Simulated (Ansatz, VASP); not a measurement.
# Cross-check of Rb3TeBr (antiperovskite type (invented)) between VASP and Ansatz

One calculation is typed for both programs; each brings its own data sets. How far apart do they land? The cell is generated by rule, not measured, and may not be a known phase. The cell is taken from a series of runs on this material, whose earlier steps may have relaxed, scaled, displaced or heated it; both programs get it as it stands.

Program: Ansatz 0.2.0. Level of theory: plane waves, with VASP 6.6.1 beside it; zone-centre phonons at PBE. Results are calculated unless marked as measured.

### Step 1. The starting structure

The structure is cubic, space group Pm-3m (No. 221). The conventional cell has a = 6.916 Å, b = 6.916 Å, c = 6.916 Å, α = 90.00°, β = 90.00°, γ = 90.00°. Nearest to Br lie 12 Rb at 4.89 Å. Nearest to Te lie 6 Rb at 3.46 Å. Nearest to Rb lie 2 Te at 3.46 Å. Farther neighbours and most contacts between anions are not listed.

### Step 2. Ansatz: zone-centre phonons, PBE

Ansatz runs on its default PAW (the set named soft_2) files.

Second derivatives magnify differences that forces hide, and they need a tight electronic threshold.

Input file input.yaml:

```yaml
crystal:
  lattice:
    - [6.9164165111, 0.0, 0.0]
    - [0.0, 6.9164165111, 0.0]
    - [0.0, 0.0, 6.9164165111]
  atoms:
    - { symbol: Br, position: [0.0, 0.0, 0.0] }
    - { symbol: Te, position: [0.5, 0.5, 0.5] }
    - { symbol: Rb, position: [0.5, 0.5, 0.0] }
    - { symbol: Rb, position: [0.5, 0.0, 0.5] }
    - { symbol: Rb, position: [0.0, 0.5, 0.5] }
kpoints:
  mp_grid: { grid: [4, 4, 4] }
hamiltonian:
  xc: pbe
scf:
  occupations: { method: fixed }
output:
  eigenvalues: true
phonons:
  method: dfpt
  dielectric: true
  rigid_motions: translations
```

On the command line:

```
> ansatz run input.yaml --threads 4 --pin off --max-ram 9216MiB --backend cpu --events-out ev --progress --plain --runs-dir out
```

Numbers of over 12 decimals in the logs are rounded to 6 here.

What it wrote:

```text
Engine: ansatz 0.2.0, x86_64-unknown-linux-gnu
Pseudopotentials: kind: paw
Pseudopotential: Br, paw, valence charge 7, recommended cutoff 420 eV (normal), Br.paw.azcp
Pseudopotential: Te, paw, valence charge 16, recommended cutoff 420 eV (normal), Te.paw.azcp
Pseudopotential: Rb, paw, valence charge 9, recommended cutoff 420 eV (normal), Rb.paw.azcp
Functional definition: PBE
  parameter kappa = 0.804
  parameter beta = 0.066725
  exchange = pbe_x(kappa = kappa, mu = beta*pi^2/3)
  correlation = pbe_c(beta = beta)
Crystal: 5 atoms, lattice volume = 330.859 Å³
Basis set: ecut = 420 eV, 6451 PW (Γ), exchange–correlation on 96×96×96 points (8 copies of the dense FFT grid, shifted against one another)
Bands: 30, of which v1, the nominal top of the filled ones, is band 25 counted from 1 (24 counted from 0)
Symmetry: 48 space group operations
k-points: 30 of 64 (irreducible under 2 space group operations, time reversal used)
Non-local potential: Br, projectors of the file, l = 0: 2, l = 1: 2, l = 2: 2
Non-local potential: Te, projectors of the file, l = 0: 2, l = 1: 2, l = 2: 2, l = 3: 2
Non-local potential: Rb, projectors of the file, l = 0: 3, l = 1: 2, l = 2: 2
PAW form: soft (Blöchl's): semilocal exchange-correlation on the pseudo side does not see the compensation charge
PAW one-centre angular grid: Br, 110 points (default); XC on 64 Gauss nodes
PAW one-centre angular grid: Te, 590 points (default); XC on 64 Gauss nodes
PAW one-centre angular grid: Rb, 110 points (default); XC on 64 Gauss nodes
Initial density: superposition of atomic densities (neutral atoms: chi_scale 0, normalization atom), corrected by the library's trained network
Initial wavefunctions: pseudopotential atomic-orbital guess
Functional: x = pbe(κ = 0.804, μ = 0.219515), c = pbe(β = 0.066725)
SCF iter   1: F=—  HF=-19570.539459 eV  |F-HF|=—  |Δ(HF+E_count)|=         —  Δρ=8.03e-4  dr2=2.12e-3  ethr=1.77e-3  ⟨swp⟩=5.8  Hψ=3295  notcnv=0  defer=65
preconditioner: auto → Resta (q_TF=auto, 1.991 Å⁻¹)  ε∞=2.1  [insulator: Δε(μ)=1.596 eV  Ē_g=11.157 eV  n_scr=32 (ndim 8)  ℏωp=11.9 eV  f_vac=0.326  ε∞_Penn≈2.1]
SCF iter   2: F=—  HF=-19570.542111 eV  |F-HF|=—  |Δ(HF+E_count)|=   2.65e-3  Δρ=3.35e-4  dr2=3.89e-4  ethr=4.24e-6  ⟨swp⟩=4.0  Hψ=2504  notcnv=0  defer=88
SCF iter   3: F=—  HF=-19570.543229 eV  |F-HF|=—  |Δ(HF+E_count)|=   1.12e-3  Δρ=1.13e-4  dr2=5.80e-5  ethr=7.78e-7  ⟨swp⟩=2.7  Hψ=1599  notcnv=0  defer=81
SCF iter   4: F=—  HF=-19570.543394 eV  |F-HF|=—  |Δ(HF+E_count)|=   1.65e-4  Δρ=2.40e-5  dr2=2.50e-6  ethr=1.16e-7  ⟨swp⟩=2.3  Hψ=1462  notcnv=0  defer=85
SCF iter   5: F=—  HF=-19570.543581 eV  |F-HF|=—  |Δ(HF+E_count)|=   1.87e-4  Δρ=6.14e-6  dr2=1.52e-7  ethr=5.00e-9  ⟨swp⟩=2.0  Hψ=1358  notcnv=0  defer=84
SCF iter   6: F=—  HF=-19570.543582 eV  |F-HF|=—  |Δ(HF+E_count)|=   4.44e-7  Δρ=1.91e-6  dr2=1.64e-8  ethr=3.04e-10  ⟨swp⟩=2.4  Hψ=1268  notcnv=0  defer=86
SCF iter   7: F=—  HF=-19570.543582 eV  |F-HF|=—  |Δ(HF+E_count)|=   6.08e-8  Δρ=5.91e-7  dr2=2.02e-9  ethr=3.28e-11  ⟨swp⟩=2.0  Hψ=1393  notcnv=0  defer=86
SCF iter   8: F=—  HF=-19570.543582 eV  |F-HF|=—  |Δ(HF+E_count)|=   1.30e-9  Δρ=1.55e-7  dr2=1.07e-10  ethr=4.04e-12  ⟨swp⟩=2.0  Hψ=1425  notcnv=0  defer=86
SCF iter   9: F=-19570.543582 eV  HF=-19570.543582 eV  |F-HF|=1.46e-11  |Δ(HF+E_count)|=  5.46e-10  Δρ=5.12e-8  dr2=9.45e-12  ethr=1.00e-12  ⟨swp⟩=16.5  Hψ=7063  notcnv=0
SCF 1 converged in 9 iterations: F = -19570.543582 eV  dr2 = 9.45e-12
  greatest PAW one-centre occupation: 0.998 electrons in one spin orbital (limit 2), on the Te atom at site 1 (counted from 0), in its partial waves of l = 2
DFPT response loops at Γ: preconditioner auto → none (the input reference at scf.mixing.eps_inf says where Resta's filter doesn't serve); β = 0.50; Broyden in place of MSR1
── the response to a field inside a basis, on 6×6×6 k-points: an SCF that follows is theirs, and a resumed run solves both again ──
Bands: 26, of which v1, the nominal top of the filled ones, is band 25 counted from 1 (24 counted from 0)
k-points: 10 of 216
Initial density: handed on by an earlier stage of this run
Initial wavefunctions: pseudopotential atomic-orbital guess (no wavefunctions were taken with the density)
Eigensolver: Dense (10 Hₖ)
SCF iter   1: F=—  HF=-19570.522527 eV  |F-HF|=—  |Δ(HF+E_count)|=         —  Δρ=7.58e-5  dr2=7.12e-6  ethr=1.00e-1
preconditioner: auto → Resta (q_TF=auto, 1.991 Å⁻¹)  ε∞=2.4  [insulator: Δε(μ)=1.788 eV  Ē_g=10.155 eV  n_scr=32 (ndim 8)  ℏωp=11.9 eV  f_vac=0.328  ε∞_Penn≈2.4]
SCF iter   2: F=—  HF=-19570.522532 eV  |F-HF|=—  |Δ(HF+E_count)|=   4.97e-6  Δρ=3.94e-5  dr2=1.79e-6  ethr=1.42e-8
SCF iter   3: F=—  HF=-19570.522534 eV  |F-HF|=—  |Δ(HF+E_count)|=   2.24e-6  Δρ=6.20e-6  dr2=1.09e-7  ethr=3.58e-9
SCF iter   4: F=-19570.522534 eV  HF=-19570.522534 eV  |F-HF|=5.70e-9  |Δ(HF+E_count)|=   4.29e-8  Δρ=1.10e-6  dr2=4.55e-9  ethr=2.18e-10
SCF 1 converged in 4 iterations: F = -19570.522534 eV  dr2 = 4.55e-9
DFPT response loops at Γ: mixed as the last ones told, above
SCF converged after 9 iterations
Free energy (F): -19570.543582 eV
Harris-Foulkes:  -19570.543582 eV  (|F-HF|=1.46e-11)
Internal energy: -19570.543582 eV  (E = F + TS)
E sigma→0 (E₀):  -19570.543582 eV
Fermi energy:    1.078370 eV
--- Per-component energies (eV) ---
  E_band       = -703.450889
  E_kinetic    = 891.257442
  E_local      = -4810.281086  (includes V_loc(G=0)·N_el)
  E_nonlocal   = 279.583448
  E_hartree    = 2029.363972
  E_xc         = -781.118042
  E_vxc        = -619.090818  (∫ρ·V_xc dr)
  E_paw        = -14763.601399  (= ΣΔE_a)
  E_vpaw       = -503.647785  (= ΣTr[D̂ρ^β])
  E_aug_tail   = -0.000181  (compensation charges beyond the density's cutoff)
  E_ewald      = -2415.747737
  E_smearing   = -0.000000  (= −TS)
  E_closure    = 0.000000  (closes the sum)
  Σ components = -19570.543582   (vs F -19570.543582, Δ=0.00e0)
--- Band table (eV; the first three rows and the last of 30) ---
  k-point 0: bands = [... 21 lower, -0.1142, 1.0784, 1.0784, 1.0784, 2.6539, 4.5606, 4.5606, 5.0788, ... 1 higher]
  k-point 1: bands = [... 21 lower, -0.1137, 0.6818, 1.0425, 1.0425, 3.0509, 4.5664, 4.8248, 5.1724, ... 1 higher]
  k-point 2: bands = [... 21 lower, -0.1132, 0.3566, 1.0079, 1.0079, 3.8444, 3.9222, 5.2920, 5.3709, ... 1 higher]
  k-point 29: bands = [... 21 lower, -0.1492, 0.2795, 0.2795, 0.2795, 4.9745, 5.1658, 5.1658, 5.1658, ... 1 higher]
--- Phonons (Γ-DFPT): 4 representative perturbations + reference, on 30 of 64 k-points (Σ response iterations 12) ---
  k mesh reduced under 2 symmetry operations, with k and −k counted as one. Each operation leaves every solved perturbation unchanged. A smaller set is not considered because the run solves the response to a homogeneous field
  ASR residual: 1.918e-4 → 0.000e0 eV/Å²; symmetrization residual: 4.565e-5 eV/Å²
  ASR residual per site (eV/Å²): 4.59e-5 1.92e-4 5.18e-5 5.18e-5 5.18e-5
  Γ frequencies (cm⁻¹): -42.54 -42.54 -42.54 -24.41 -24.41 -24.41 0.00 0.00 0.00 42.81 42.81 42.81 121.83 121.83 121.83
  ε∞ (high-frequency dielectric tensor):
        2.627969    -0.000000     0.000000
       -0.000000     2.627969     0.000000
        0.000000     0.000000     2.627969
  softest optical mode at Γ: -42.54 cm⁻¹; the repairs (sum rule, projections) moved no ω² at Γ by more than (1.65 cm⁻¹)²
  Born effective charges Z* (e; rows j = field, columns β = displacement):
    site 0:
        -1.35451   -0.00000    0.00000
        -0.00000   -1.35451    0.00000
         0.00000    0.00000   -1.35451
    site 1:
        -1.90581   -0.00000   -0.00000
        -0.00000   -1.90581    0.00000
        -0.00000    0.00000   -1.90581
    site 2:
         0.89204   -0.00000    0.00000
         0.00000    0.89204    0.00000
        -0.00000    0.00000    1.47624
    site 3:
         0.89204   -0.00000    0.00000
        -0.00000    1.47624    0.00000
        -0.00000    0.00000    0.89204
    site 4:
         1.47624    0.00000    0.00000
         0.00000    0.89204    0.00000
        -0.00000    0.00000    0.89204
  Z* charge neutrality: 5.390e-3 e pre-enforcement
  solved inside a basis spanned on kpoints, on 6×6×6 k-points, its susceptibility summed on 8×8×8: ε∞ is read to err by 7.5e-3, Z* by 2.1e-2 e (field_mesh: kpoints solves on kpoints); Z* is corrected for what the basis lacks
  optical modes at Γ without the LO–TO term, one row a degenerate level:
      ω (cm⁻¹)  modes    IR ((D/Å)²/amu)
        -42.54      3             3.1505
        -24.41      3             0.0000
         42.81      3             0.0916
        121.83      3             3.3708
  optical modes at Γ + LO–TO along q̂ = [1.0000, 0.0000, 0.0000]:
      ω (cm⁻¹)  modes    IR ((D/Å)²/amu)
        -42.54      2             2.1003
        -24.41      3             0.0000
[...]
optical modes at Γ + LO–TO along q̂ = [0.0000, 1.0000, 0.0000]:
      ω (cm⁻¹)  modes    IR ((D/Å)²/amu)
[...]
134.27      1             1.4631
  optical modes at Γ + LO–TO along q̂ = [0.0000, 0.0000, 1.0000]:
      ω (cm⁻¹)  modes    IR ((D/Å)²/amu)
        -42.54      2             2.1003
        -24.41      3             0.0000
         16.52      1             0.6391
         42.81      2             0.0611
         44.42      1             0.1021
        121.83      2             2.2472
        134.27      1             1.4631
```

The column dr2 measures how far the density is from self-consistency, as an energy; F and HF (Harris–Foulkes) agree once it is small.

[end of part 1 of 3]

[Lines on the potential files, build, host, timing and source positions are cut from VASP's logs without a mark.]

[Logs are printed without paths, hosts, clocks, repeated set-up lines and the standing remarks that a program may print on its own settings, such as how far it seeks lower states.]

[Hosts, paths, dates, database ids (printed as entryN), source tags and the programs' standing remarks are cut or masked in the printed files.]
